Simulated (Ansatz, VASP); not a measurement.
# Li2BeS2: VASP beside Ansatz

```
Li Be S
1.0
     3.21801   -1.84884    0.00055
     3.21801    1.84884    0.00055
    -0.11084    0.00000    6.14794
Li Be S
2 1 2
Direct
  0.93157 0.93157 0.57569
  0.59064 0.59064 0.26653
  0.26840 0.26840 0.82779
  0.93781 0.93781 0.95145
  0.26251 0.26251 0.48159
```

Change from the starting cell: the structure that the rattled cell fell into.

Alike in both runs: functional PBE; k mesh 8 × 8 × 4; occupations gaussian, width 0.02 eV; no spin polarisation.

Ansatz relaxed the structure, and its values are those at the end. VASP's run is a single point on that final structure, the one shown.

|  | VASP | Ansatz |
| --- | --- | --- |
| version | VASP 6.6.1 | Ansatz 0.2.0 |
| potentials or method | VASP PAW PBE potentials, release 64 (Li_sv, Be, S) | scalar-relativistic, plane waves, PAW |
| plane-wave cutoff (eV) | 520 | 420 |
| valence electrons in the cell | 20 | 20 |

VASP gave:

| Quantity | Value |
| --- | --- |
| gap on the k mesh at the Fermi level (eV) | 3.44 |
| least direct gap on the mesh (eV) | 3.67 |
| rms of the force components (eV/Å) | 0.006 |

**Question.** What did Ansatz give for the same quantities?

**Answer.** gap on the k mesh at the Fermi level (eV): 3.43; least direct gap on the mesh (eV): 3.67; rms of the force components (eV/Å): 0.002.

The functional is the same, so the differences come from potentials, cutoffs and numerics.

 A k mesh can miss the band edges.
